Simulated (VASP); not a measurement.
Method: optB86b-vdW, VASP's PBE PAW potentials (set 64) (plane waves; VASP 6.6.1).

VASP ran on this input.

POSCAR:
```
MnS
1.0
  5.0736628543   2.5273809735   2.5273809735
  2.5273809735   5.0736628543   2.5273809735
  2.5273809735   2.5273809735   5.0736628543
Mn S
2 2
Direct
  0.0000000000   0.0000000000   0.0000000000
  0.5000000000   0.5000000000   0.5000000000
  0.2500000000   0.2500000000   0.2500000000
  0.7500000000   0.7500000000   0.7500000000
```

### INCAR
```
! general
SYSTEM  =MnS
PREC    =Accurate
ENCUT   =520
LREAL   =.False.
LASPH   =.True.

! electronic loop
EDIFF   =1E-6
NELM    =100
ALGO    =Normal
LMAXMIX =4

! smearing
ISMEAR  =0
SIGMA   =0.05

! functional
GGA     =MK
LUSE_VDW=.True.
AGGAC   =0.0
PARAM1  =0.1234
PARAM2  =1.0

! spin
ISPIN   =2
MAGMOM  =4.1 -4.1 0.0 0.0

! ions
IBRION  =2
NSW     =60
ISIF    =3
EDIFFG  =-0.02

! output
LWAVE   =.False.
LCHARG  =.False.
LORBIT  =10
```

File KPOINTS:
```
Automatic mesh
0
Gamma
7 7 7
0 0 0
```

POTCAR, in this order: Mn_pv S (PBE.64 set). Program: vasp_std.

Output

### OUTCAR
```
 ion  position               nearest neighbor table
   1  0.000  0.000  0.000-   4 2.54   4 2.54   4 2.54   3 2.54   3 2.54   3 2.54
   2  0.500  0.500  0.500-   3 2.54   3 2.54   3 2.54   4 2.54   4 2.54   4 2.54
   3  0.250  0.250  0.250-   1 2.54   1 2.54   1 2.54   2 2.54   2 2.54   2 2.54
   4  0.750  0.750  0.750-   2 2.54   2 2.54   2 2.54   1 2.54   1 2.54   1 2.54
  LATTYP: Found a trigonal (rhomboedric) cell.
 ALAT       =     6.2062358906
 COS(alpha) =     0.8316719849
 Subroutine PRICEL returns following result:
  LATTYP: Found a trigonal (rhomboedric) cell.
 ALAT       =     3.5876338568
 COS(alpha) =     0.4962712582
 Subroutine GETGRP returns: Found 12 space group operations
The static configuration has the point symmetry D_3d.
The dynamic configuration has the point symmetry D_3d.
The overall configuration has the point symmetry D_3d.
 Subroutine INISYM returns: Found 12 space group operations
 Subroutine IBZKPT returns following result:
 Found     44 irreducible k-points:

 Following reciprocal coordinates:
            Coordinates               Weight
  0.000000  0.000000  0.000000      1.000000
  0.142857 -0.000000  0.000000      6.000000
  0.285714 -0.000000 -0.000000      6.000000
...
```

**OSZICAR**
```
       N       E                     dE             d eps       ncg     rms          rms(c)
DAV:   1     0.392766449095E+03    0.39277E+03   -0.21570E+04  4280   0.181E+03
DAV:   2     0.142968557426E+02   -0.37847E+03   -0.37344E+03  4062   0.488E+02
DAV:   3    -0.202288135018E+02   -0.34526E+02   -0.33988E+02  5911   0.134E+02
DAV:   4    -0.212965732149E+02   -0.10678E+01   -0.10669E+01  4581   0.223E+01
DAV:   5    -0.213222246047E+02   -0.25651E-01   -0.25644E-01  5199   0.390E+00    0.168E+01
DAV:   6    -0.192958575317E+02    0.20264E+01   -0.26984E+01  5282   0.485E+01    0.153E+01
DAV:   7    -0.191926573148E+02    0.10320E+00   -0.27555E+00  4915   0.198E+01    0.876E+00
DAV:   8    -0.192142073398E+02   -0.21550E-01   -0.31748E-01  5286   0.485E+00    0.424E+00
DAV:   9    -0.192029791104E+02    0.11228E-01   -0.63272E-02  5409   0.241E+00    0.348E-01
DAV:  10    -0.192051118934E+02   -0.21328E-02   -0.10746E-02  5021   0.666E-01    0.191E-01
DAV:  11    -0.192052199178E+02   -0.10802E-03   -0.82344E-04  4757   0.220E-01    0.117E-01
DAV:  12    -0.192052917915E+02   -0.71874E-04   -0.26162E-04  5026   0.936E-02    0.882E-02
DAV:  13    -0.192053225408E+02   -0.30749E-04   -0.16697E-05  4510   0.363E-02    0.490E-02
DAV:  14    -0.192053397723E+02   -0.17231E-04   -0.15678E-05  4517   0.315E-02    0.122E-02
DAV:  15    -0.192053396012E+02    0.17107E-06   -0.60329E-07  2920   0.775E-03
   1 F= -.19205340E+02 E0= -.19205340E+02  d E =-.192053E+02  mag=    -0.0000
```

**OUTCAR**
```
------------------------ aborting loop because EDIFF is reached ----------------------------------------
  FORCE on cell =-STRESS in cart. coord.  units (eV):
  Direction    XX          YY          ZZ          XY          YZ          ZX
  --------------------------------------------------------------------------------------
  Total        0.0038036      0.0038036      0.0038036     -0.0419578     -0.0419578     -0.0419578
  in kB        0.0928000      0.0928000      0.0928000     -1.0236910     -1.0236910     -1.0236910
  external PRESSURE =       0.0928000 kB  Pullay stress =       0.0000000 kB
  volume of cell :       65.67
      direct lattice vectors                 reciprocal lattice vectors
     5.073662854  2.527380974  2.527380974     0.294730343 -0.097999153 -0.097999153
     2.527380974  5.073662854  2.527380974    -0.097999153  0.294730343 -0.097999153
     2.527380974  2.527380974  5.073662854    -0.097999153 -0.097999153  0.294730343
 POSITION                                       TOTAL-FORCE (eV/Angst)
 -----------------------------------------------------------------------------------
      0.00000      0.00000      0.00000        -0.000000      0.000000     -0.000000
      5.06421      5.06421      5.06421         0.000000     -0.000000     -0.000000
      2.53211      2.53211      2.53211         0.000000     -0.000000      0.000000
      7.59632      7.59632      7.59632        -0.000000      0.000000     -0.000000
 -----------------------------------------------------------------------------------
    total drift:                                0.000000     -0.000000     -0.000000
  FREE ENERGIE OF THE ION-ELECTRON SYSTEM (eV)
  ---------------------------------------------------
  free  energy   TOTEN  =       -19.2053396012 eV

  energy  without entropy=      -19.2053396012  energy(sigma->0) =      -19.20533960

 total charge

# of ion       s       p       d       tot
------------------------------------------
    1        0.226   6.183   4.996  11.405
    2        0.226   6.183   4.996  11.405
    3        1.328   2.424   0.000   3.752
    4        1.328   2.424   0.000   3.752
--------------------------------------------------
tot          3.108  17.214   9.992  30.315

 magnetization (x)

# of ion       s       p       d       tot
------------------------------------------
    1        0.013   0.013   4.049   4.075
    2       -0.013  -0.013  -4.049  -4.075
    3        0.000   0.000   0.000   0.000
    4        0.000   0.000   0.000   0.000
--------------------------------------------------
tot          0.000   0.000   0.000   0.000

 reached required accuracy - stopping structural energy minimisation
```
(Selected blocks of OUTCAR.)

The compound is MnS in the rock salt, AFM-II order structure. It was relaxed first, which changed the volume by -8 %. The start is the result of an earlier pass.
